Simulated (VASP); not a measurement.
KF (space group Fm-3m): computed properties

Calculation: LDA (Ceperley-Alder, Perdew-Zunger), VASP's LDA PAW potentials (set 64) (plane waves; VASP 6.6.1).

* **space group**: Fm-3m (225)
* **cell**: a = b = c = 5.1723 Å, α = β = γ = 90.00°
* **volume per atom**: 17.30 Å^3/atom
* **band gap (over mesh and band path)**: 6.31 eV
* **smallest direct gap (over mesh and band path)**: 6.31 eV
* **Hill bulk modulus**: 44.2 GPa
* **Hill shear modulus**: 21.5 GPa
* **Poisson's ratio**: 0.291
* **band-edge character**: direct, Γ to Γ
* **density**: 2.79 g/cm³
* **mean ε∞ (DFPT)**: 2.09
* **mean ε∞ (independent particles)**: 2.23
* **mean static ε**: 5.34
* **optical Γ-point spectrum**: 213 (×3) cm⁻¹
* **C11**: 98.3 GPa
* **C12**: 17.2 GPa
* **C44**: 13.6 GPa

```cif
data_F4K4
_chemical_formula_sum 'K4 F4'
_space_group_name_H-M_alt 'Fm-3m'
_space_group_IT_number 225
_space_group_name_Hall '-F 4 2 3'
_cell_length_a 5.17231
_cell_length_b 5.17231
_cell_length_c 5.17231
_cell_angle_alpha 90.000
_cell_angle_beta 90.000
_cell_angle_gamma 90.000
loop_
_atom_site_label
_atom_site_type_symbol
_atom_site_symmetry_multiplicity
_atom_site_Wyckoff_symbol
_atom_site_fract_x
_atom_site_fract_y
_atom_site_fract_z
_atom_site_occupancy
K1 K 4 a 0.00000 0.00000 0.00000 1
F1 F 4 b 0.50000 0.50000 0.50000 1
```
(The calculation used a cell of 2 atoms; values per cell refer to that cell.)

The structure comes from a computed database's KF entry (Fm-3m); how it stands against other phases isn't given here. It was relaxed first, which changed the volume by -8 %. Symmetry was kept, so distortions that lower it aren't found.
